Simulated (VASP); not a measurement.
# AlSn (P-6m2) in VASP: further runs

One crystal, AlSn, is run at these levels: PBE+D3(BJ); tasks: equation of state.

Program: VASP 6.6.1. These are calculated values, not measurements. Logs are shortened: lines on timing, memory, paths and dates and some standing lists are left out, and cuts for length are marked.

### Step 1. Starting point

Symmetry: P-6m2, No. 187, hexagonal system. The conventional cell has a = 4.125 Å, b = 4.125 Å, c = 3.297 Å, α = 90.00°, β = 90.00°, γ = 120.00°. Sn (site symmetry -6m2) is surrounded by 6 Al at 2.90 Å and 2 Sn at 3.30 Å. Al (site symmetry -6m2) is surrounded by 6 Sn at 2.90 Å and 2 Al at 3.30 Å.

The cell comes from a database or a generator and needn't be the stable form of this composition.

### Step 2. Equation of state, PBE+D3(BJ), 23.33 Å³/atom (a relaxed cell with its volume scaled by 0.96)

INCAR reads:

```
SYSTEM = AlSn
  PREC = Accurate
  ENCUT = 520
  EDIFF = 1E-7
  ISMEAR = -1
  SIGMA = 0.05
  LREAL = .False.
  LASPH = .True.
  NELM = 100
  ALGO = Normal
  ISIF = 2
  LWAVE = .False.
  LCHARG = .False.
  GGA = PE
  IVDW = 12
```

KPOINTS reads:

```
Automatic mesh
0
Gamma
  6 6 8
  0 0 0
```

POSCAR reads:

```
AlSn                                    
1.0
    4.0695696871     -0.0000000000      0.0000000000
   -2.0347848435      3.5243507315     -0.0000000000
    0.0000000000     -0.0000000000      3.2525853076
  Sn              Al            
     1     1
Direct
     0.3333333332999970    0.6666666667000030    0.5000000000000000
     0.0000000000000000    0.0000000000000000    0.0000000000000000
```

Potentials or basis: VASP PAW PBE potentials, release 64 (Sn_d, Al).

The run is started by

```sh
$ cat potpaw_PBE.64/Sn_d/POTCAR potpaw_PBE.64/Al/POTCAR > POTCAR
$ mpirun -np 1 vasp_std > vasp.out
```

OUTCAR:

```text
SYSTEM = AlSn
   PREC = Accurate
   ENCUT = 520
   EDIFF = 1E-7
   ISMEAR = -1
   LREAL = .False.
   LASPH = .True.
   NELM = 100
   ISIF = 2
   GGA = PE
   IVDW = 12
 IVDW          = 12

 ion  position               nearest neighbor table
   1  0.333  0.667  0.500-   2 2.86   2 2.86   2 2.86   2 2.86   2 2.86   2 2.86
   2  0.000  0.000  0.000-   1 2.86   1 2.86   1 2.86   1 2.86   1 2.86   1 2.86

  LATTYP: Found a hexagonal cell.
 ALAT       =     4.0695696871
 C/A-ratio  =     0.7992455119

  Lattice vectors:

 A1 = (   4.0695696871,   0.0000000000,   0.0000000000)
 A2 = (  -2.0347848435,   3.5243507315,   0.0000000000)
 A3 = (   0.0000000000,   0.0000000000,   3.2525853076)

Analysis of symmetry for initial positions (statically):
=====================================================================
 Subroutine PRICEL returns:
 Original cell was already a primitive cell.

 Routine SETGRP: Setting up the symmetry group for a
 hexagonal supercell.

 Subroutine GETGRP returns: Found 12 space group operations
 (whereof 12 operations were pure point group operations)
 out of a pool of 24 trial point group operations.

The static configuration has the point symmetry D_3h.

Analysis of symmetry for dynamics (positions and initial velocities):
=====================================================================
 Subroutine PRICEL returns:
 Original cell was already a primitive cell.

 Routine SETGRP: Setting up the symmetry group for a
 hexagonal supercell.

 Subroutine GETGRP returns: Found 12 space group operations
 (whereof 12 operations were pure point group operations)
 out of a pool of 24 trial point group operations.

The dynamic configuration has the point symmetry D_3h.

 Subroutine INISYM returns: Found 12 space group operations
 (whereof 12 operations are pure point group operations),
 and found     1 'primitive' translations

----------------------------------------------------------------------------------------

                                     Primitive cell

  volume of cell :      46.6505

  direct lattice vectors                    reciprocal lattice vectors
     4.069569687  0.000000000  0.000000000     0.245726226  0.141870103  0.000000000
    -2.034784844  3.524350731  0.000000000     0.000000000  0.283740205  0.000000000
     0.000000000  0.000000000  3.252585308     0.000000000  0.000000000  0.307447739

  length of vectors
     4.069569687  4.069569687  3.252585308     0.283740205  0.283740205  0.307447739

  position of ions in fractional coordinates (direct lattice)
     0.333333333  0.666666667  0.500000000
     0.000000000  0.000000000  0.000000000

  ion indices of the primitive-cell ions
   primitive index   ion index
                 1           1
                 2           2

----------------------------------------------------------------------------------------

 KPOINTS: Automatic mesh

Automatic generation of k-mesh.
 Grid dimensions read from file:
 generate k-points for:    6    6    8

 Generating k-lattice:

  Cartesian coordinates                     Fractional coordinates (reciprocal lattice)
     0.040954371  0.023645017  0.000000000     0.166666667 -0.000000000  0.000000000
     0.000000000  0.047290034  0.000000000     0.000000000  0.166666667  0.000000000
     0.000000000  0.000000000  0.038430967     0.000000000  0.000000000  0.125000000

  Length of vectors
     0.047290034  0.047290034  0.038430967

  Shift w.r.t. Gamma in fractional coordinates (k-lattice)
     0.000000000  0.000000000  0.000000000

 Subroutine IBZKPT returns following result:
 ===========================================

 Found     35 irreducible k-points:

 Following reciprocal coordinates:
            Coordinates               Weight
  0.000000  0.000000  0.000000      1.000000
  0.166667  0.000000  0.000000      6.000000
  0.333333  0.000000  0.000000      6.000000
  0.500000  0.000000  0.000000      3.000000
  0.166667  0.166667  0.000000      6.000000
  0.333333  0.166667  0.000000     12.000000
[... 16 lines left out ...]
  0.166667  0.000000  0.375000     12.000000
  0.333333  0.000000  0.375000     12.000000
 [... further k-points ...]
   k-points           NKPTS =     35   k-points in BZ     NKDIM =     35   number of bands    NBANDS=     12
   number of dos      NEDOS =    301   number of ions     NIONS =      2
   total plane-waves  NPLWV =  21600
   dimension x,y,z NGX =    30 NGY =   30 NGZ =   24
   dimension x,y,z NGXF=    60 NGYF=   60 NGZF=   48
   ions per type =               1   1
   NGX,Y,Z   is equivalent  to a cutoff of  12.26, 12.26, 12.27 a.u.
   NGXF,Y,Z  is equivalent  to a cutoff of  24.51, 24.51, 24.53 a.u.
 SYSTEM =  AlSn
   PREC   = accura    normal or accurate (medium, high low for compatibility)
   ISTART =      0    job   : 0-new  1-cont  2-samecut
   ICHARG =      2    charge: 1-file 2-atom 10-const
   ISPIN  =      1    spin polarized calculation?
   LNONCOLLINEAR =      F non collinear calculations
   LSORBIT =      F    spin-orbit coupling
   LASPH  =      T    aspherical Exc in radial PAW
   ENCUT  =  520.0 eV  38.22 Ry    6.18 a.u.   7.57  7.57  6.05*2*pi/ulx,y,z
   NELM   =    100;   NELMIN=  2; NELMDL= -5     # of ELM steps
   EDIFF  = 0.1E-06   stopping-criterion for ELM
   LREAL  =      F    real-space projection
   EDIFFG = 0.1E-05   stopping-criterion for IOM
   NSW    =      0    number of steps for IOM
   IBRION =     -1    ionic relax: 0-MD 1-quasi-New 2-CG
   NFREE  =      0    steps in history (QN), initial steepest desc. (CG)
   ISIF   =      2    stress and relaxation
   ISYM   =      2    0-nonsym 1-usesym 2-fastsym
   POTIM  = 0.5000    time-step for ionic-motion
   TEBEG  =    0.0;   TEEND  =   0.0 temperature during run
   PSTRESS=    0.0 pullay stress
   NELECT =      17.0000    total number of electrons
   NUPDOWN=      -1.0000    fix difference up-down
   EMIN   =  10.00;   EMAX   =-10.00  energy-range for DOS
   EFERMI =   0.00;   METHOD = LEGACY
   ISMEAR =    -1;   SIGMA  =   0.05  broadening in eV -4-tet -1-fermi 0-gaus
   EFERMI_NEDOS =   21; number of points for ismear=-14 and -15
   IALGO  =     38    algorithm
   IMIX   =      4    mixing-type and parameters
     AMIX     =   0.40;   BMIX     =  1.00
     AMIX_MAG =   1.60;   BMIX_MAG =  1.00
  volume/ion in A,a.u.               =      23.33       157.41
  Fermi-wavevector in a.u.,A,eV,Ry     =   1.169335  2.209723 18.603857  1.367345
  Thomas-Fermi vector in A             =   2.305809
   LORBIT       =      0    0 simple, 1 ext, 2 COOP (PROOUT), +10 PAW based schemes
   GGA     = PE    functional components
   LHFCALC =     F    Hartree Fock is set to
   AEXX    =    0.0000 exact exchange contribution
   IVDW    =    12    specifies the selected vdW correction
   LEPSILON=     F    determine dielectric tensor
   LRPA    =     F    only Hartree local field effects (RPA)
 non-spin polarized calculation
  energy-cutoff  :      520.00
  volume of cell :       46.65
 maximum number of plane-waves:      1272
   NGX = 15   NGY = 15   NGZ = 13

 number of electron      17.0000000 magnetization

 Free energy of the ion-electron system (eV)
  ---------------------------------------------------
  ext. energy  EPLUGINS =         0.00000000
  ---------------------------------------------------
  free energy    TOTEN  =        -7.13950683 eV

  energy without entropy =       -7.13322772  energy(sigma->0) =       -7.13636727

 E-fermi :   7.1612     XC(G=0):  -9.8974

 val. band max:        7.1376376154   @ k =   0.1667   0.1667   0.5000
 cond. band min:       7.2073682168   @ k =   0.3333   0.1667   0.5000
 fundamental gap:      0.0697306014
 Fermi energy:         7.1611814052

 k-point     1 :       0.0000    0.0000    0.0000
  band No.  band energies     occupation
      1     -14.1855      2.00000
      2     -14.0609      2.00000
      3     -14.0609      2.00000
      4     -14.0372      2.00000
      5     -14.0372      2.00000
      6      -3.7056      2.00000
      7       7.1144      1.43613
      8       7.1144      1.43612
      9       8.5854      0.00000
     10       9.7711      0.00000
     11      10.5299      0.00000
     12      10.5299      0.00000

 k-point     2 :       0.1667    0.0000    0.0000
  band No.  band energies     occupation
      1     -14.1825      2.00000
      2     -14.0619      2.00000
      3     -14.0539      2.00000
      4     -14.0395      2.00000
      5     -14.0378      2.00000
      6      -3.3933      2.00000
      7       4.7090      2.00000
      8       6.4613      2.00000
      9       9.1293      0.00000
     10      10.0849      0.00000
     11      11.5142      0.00000
     12      11.7783      0.00000

 k-point     3 :       0.3333    0.0000    0.0000
  band No.  band energies     occupation
      1     -14.1770      2.00000
      2     -14.0635      2.00000
      3     -14.0441      2.00000
      4     -14.0399      2.00000
      5     -14.0391      2.00000
      6      -2.5090      2.00000
      7       2.0627      2.00000
      8       5.6424      2.00000
      9       8.2647      0.00000
     10      10.9591      0.00000
     11      13.5943      0.00000
     12      14.3457      0.00000

 k-point     4 :       0.5000    0.0000    0.0000
  band No.  band energies     occupation
      1     -14.1744      2.00000
      2     -14.0642      2.00000
      3     -14.0464      2.00000
      4     -14.0397      2.00000
      5     -14.0328      2.00000
      6      -1.6642      2.00000
      7       0.6054      2.00000
      8       5.3353      2.00000
      9       7.9442      0.00000
     10      11.7721      0.00000
     11      13.9445      0.00000
     12      14.5170      0.00000

 k-point     5 :       0.1667    0.1667    0.0000
  band No.  band energies     occupation
      1     -14.1782      2.00000
      2     -14.0615      2.00000
      3     -14.0451      2.00000
      4     -14.0425      2.00000
      5     -14.0392      2.00000
      6      -2.7894      2.00000
      7       2.9461      2.00000
      8       4.9928      2.00000
      9      10.5762      0.00000
     10      10.6869      0.00000
     11      10.8422      0.00000
     12      13.4059      0.00000
[... 228 lines left out ...]
      1     -14.0876      2.00000
      2     -14.0848      2.00000
      3     -14.0662      2.00000
      4     -14.0459      2.00000
      5     -14.0388      2.00000
      6      -0.2938      2.00000
      7       1.5900      2.00000
      8       3.9007      2.00000
      9       7.4518      0.00596
     10       8.5771      0.00000
     11      11.1644      0.00000
     12      14.0810      0.00000

 k-point    22 :       0.0000    0.0000    0.3750
  band No.  band energies     occupation
      1     -14.1031      2.00000
      2     -14.1031      2.00000
      3     -14.0524      2.00000
      4     -14.0524      2.00000
      5     -14.0086      2.00000
      6      -1.6682      2.00000
      7       2.2417      2.00000
      8       9.1638      0.00000
      9       9.1638      0.00000
     10      10.4166      0.00000
     11      11.6675      0.00000
     12      11.6675      0.00000

 k-point    23 :       0.1667    0.0000    0.3750
  band No.  band energies     occupation
      1     -14.1076      2.00000
      2     -14.1041      2.00000
      3     -14.0532      2.00000
      4     -14.0458      2.00000
      5     -14.0044      2.00000
      6      -1.3583      2.00000
      7       2.5583      2.00000
      8       6.7327      1.99962
      9       8.5159      0.00000
     10      10.2425      0.00000
     11      11.0915      0.00000
     12      11.8250      0.00000

 k-point    24 :       0.3333    0.0000    0.3750
  band No.  band energies     occupation
      1     -14.1167      2.00000
      2     -14.1061      2.00000
      3     -14.0555      2.00000
      4     -14.0328      2.00000
      5     -13.9953      2.00000
      6      -0.4836      2.00000
      7       3.4416      2.00000
      8       4.1186      2.00000
      9       7.7096      0.00003
     10       7.8311      0.00000
     11      10.1349      0.00000
     12      11.4170      0.00000

 [... further k-points ...]

------------------------ aborting loop because EDIFF is reached ----------------------------------------

 Edisp (eV)   -0.67035

 E8    (eV) :    -0.3137

  FORCE on cell =-STRESS in cart. coord.  units (eV):
  Direction    XX          YY          ZZ          XY          YZ          ZX
  --------------------------------------------------------------------------------------
  -------------------------------------------------------------------------------------
  Total       0.60618     0.60618     0.91700     0.00000    -0.00000     0.00000
  in kB      20.81868    20.81868    31.49368     0.00000    -0.00000     0.00000
  external pressure =       24.38 kB  Pullay stress =        0.00 kB

 VOLUME and BASIS-vectors are now :
 -----------------------------------------------------------------------------
  energy-cutoff  :      520.00
  volume of cell :       46.65
      direct lattice vectors                 reciprocal lattice vectors
     4.069569687  0.000000000  0.000000000     0.245726226  0.141870103  0.000000000
    -2.034784844  3.524350731  0.000000000     0.000000000  0.283740205  0.000000000
     0.000000000  0.000000000  3.252585308     0.000000000  0.000000000  0.307447739

 POSITION                                       TOTAL-FORCE (eV/Angst)
 -----------------------------------------------------------------------------------
     -0.00000      2.34957      1.62629         0.000000      0.000000      0.000000
      0.00000      0.00000      0.00000         0.000000      0.000000      0.000000
 -----------------------------------------------------------------------------------
    total drift:                                0.000000     -0.000000     -0.000000

  FREE ENERGIE OF THE ION-ELECTRON SYSTEM (eV)
  ---------------------------------------------------
  free  energy   TOTEN  =        -7.8098571231 eV

  energy  without entropy=       -7.8035780130  energy(sigma->0) =       -7.80671757
```

Wall time 8.4 s (1 thread of Intel Xeon Platinum 8488C (Sapphire Rapids), shared host); peak memory 0.17 GiB.

Results:

```yaml
Free_energy: -7.8099 eV
Pressure: 2.4 GPa
Band_gap_on_the_k_mesh: none (metal or under the smearing width)
Dispersion_energy_per_atom: -0.335 eV
```

Caveat: pairwise dispersion overbinds metals, which lowers pressure and volume.

### Step 3. Equation of state, PBE+D3(BJ), 23.81 Å³/atom (a relaxed cell with its volume scaled by 0.98)

INCAR is that of step 2.

KPOINTS is that of step 2.

POSCAR reads:

```
AlSn                                    
1.0
    4.0976365719     -0.0000000000      0.0000000000
   -2.0488182859      3.5486573667     -0.0000000000
    0.0000000000     -0.0000000000      3.2750176393
  Sn              Al            
     1     1
Direct
     0.3333333332999970    0.6666666667000030    0.5000000000000000
     0.0000000000000000    0.0000000000000000    0.0000000000000000
```

Potentials or basis: VASP PAW PBE potentials, release 64 (Sn_d, Al).

The run is started by

```sh
$ cat potpaw_PBE.64/Sn_d/POTCAR potpaw_PBE.64/Al/POTCAR > POTCAR
$ mpirun -np 1 vasp_std > vasp.out
```

Run time: 8.8 s. Hardware: 1 thread of Intel Xeon Platinum 8488C (Sapphire Rapids), shared host; peak memory 0.17 GiB.

It converged, with:

| Quantity | Value |
| --- | --- |
| Free energy | -7.8208 eV |
| Pressure | 1.1 GPa |
| Band gap on the k mesh | none (metal or under the smearing width) |
| Dispersion energy per atom | -0.328 eV |

Caveat: pairwise dispersion overbinds metals, which lowers pressure and volume.

### Step 4. Equation of state, PBE+D3(BJ), 24.30 Å³/atom

INCAR is that of step 3.

KPOINTS is that of step 3.

POSCAR reads:

```
AlSn                                    
1.0
    4.1253241454     -0.0000000000      0.0000000000
   -2.0626620726      3.5726355087     -0.0000000000
    0.0000000000     -0.0000000000      3.2971468081
  Sn              Al            
     1     1
Direct
     0.3333333332999970    0.6666666667000030    0.5000000000000000
     0.0000000000000000    0.0000000000000000    0.0000000000000000
```

The run is started by

```sh
$ cat potpaw_PBE.64/Sn_d/POTCAR potpaw_PBE.64/Al/POTCAR > POTCAR
$ mpirun -np 1 vasp_std > vasp.out
```

It took 8.7 s on 1 thread of Intel Xeon Platinum 8488C (Sapphire Rapids), shared host; peak memory 0.19 GiB.

It converged, with:

```
Free energy                : -7.8243 eV
Pressure                   : 0.0 GPa
Band gap on the k mesh     : none (metal or under the smearing width)
Dispersion energy per atom : -0.321 eV
```

Caveat: pairwise dispersion overbinds metals, which lowers pressure and volume.

### Step 5. Equation of state, PBE+D3(BJ), 24.78 Å³/atom (a relaxed cell with its volume scaled by 1.02)

INCAR is that of step 4.

KPOINTS is that of step 4.

POSCAR reads:

```
AlSn                                    
1.0
    4.1526449690     -0.0000000000      0.0000000000
   -2.0763224845      3.5962960360     -0.0000000000
    0.0000000000     -0.0000000000      3.3189828538
  Sn              Al            
     1     1
Direct
     0.3333333332999970    0.6666666667000030    0.5000000000000000
     0.0000000000000000    0.0000000000000000    0.0000000000000000
```

The run is started by

```sh
$ cat potpaw_PBE.64/Sn_d/POTCAR potpaw_PBE.64/Al/POTCAR > POTCAR
$ mpirun -np 1 vasp_std > vasp.out
```

Wall time 10 s (1 thread of Intel Xeon Platinum 8488C (Sapphire Rapids), shared host); peak memory 0.19 GiB.

The run converged. Its results:

* Free energy: -7.8211 eV
* Pressure: -1.1 GPa
* Band gap on the k mesh: none (metal or under the smearing width)
* Dispersion energy per atom: -0.314 eV

Caveat: pairwise dispersion overbinds metals, which lowers pressure and volume.

### Step 6. Equation of state, PBE+D3(BJ), 25.27 Å³/atom (a relaxed cell with its volume scaled by 1.04)

INCAR is that of step 5.

KPOINTS is that of step 5.

POSCAR reads:

```
AlSn                                    
1.0
    4.1796109517     -0.0000000000      0.0000000000
   -2.0898054758      3.6196492620     -0.0000000000
    0.0000000000     -0.0000000000      3.3405352944
  Sn              Al            
     1     1
Direct
     0.3333333332999970    0.6666666667000030    0.5000000000000000
     0.0000000000000000    0.0000000000000000    0.0000000000000000
```

Potentials or basis: VASP PAW PBE potentials, release 64 (Sn_d, Al).

The run is started by

```sh
$ cat potpaw_PBE.64/Sn_d/POTCAR potpaw_PBE.64/Al/POTCAR > POTCAR
$ mpirun -np 1 vasp_std > vasp.out
```

Run time: 10 s. Hardware: 1 thread of Intel Xeon Platinum 8488C (Sapphire Rapids), shared host; peak memory 0.19 GiB.

The run converged. Its results:

```
Free energy                : -7.8118 eV
Pressure                   : -2.0 GPa
Band gap on the k mesh     : none (metal or under the smearing width)
Dispersion energy per atom : -0.308 eV
```

Caveat: pairwise dispersion overbinds metals, which lowers pressure and volume.

### Step 7. Equation of state, PBE+D3(BJ)

No new run: the results of the series are fitted here.

What came out:

| Property | Result |
| --- | --- |
| Equilibrium volume | 24.30 Å³/atom |
| Bulk modulus at fixed shape and positions | 55 GPa |
| Pressure derivative of the bulk modulus | 4.4 (rough: it moves with the points fitted) |

Energy against volume, from the lowest point:
```csv
volume (Å³/atom),energy (meV/atom)
23.325,7.24
23.811,1.75
24.297,0.00
24.783,1.62
25.269,6.25
```

Caveat: the cell was scaled at fixed shape and fractional positions, which overstates the stiffness of a crystal with free parameters, most of all of layers and chains.
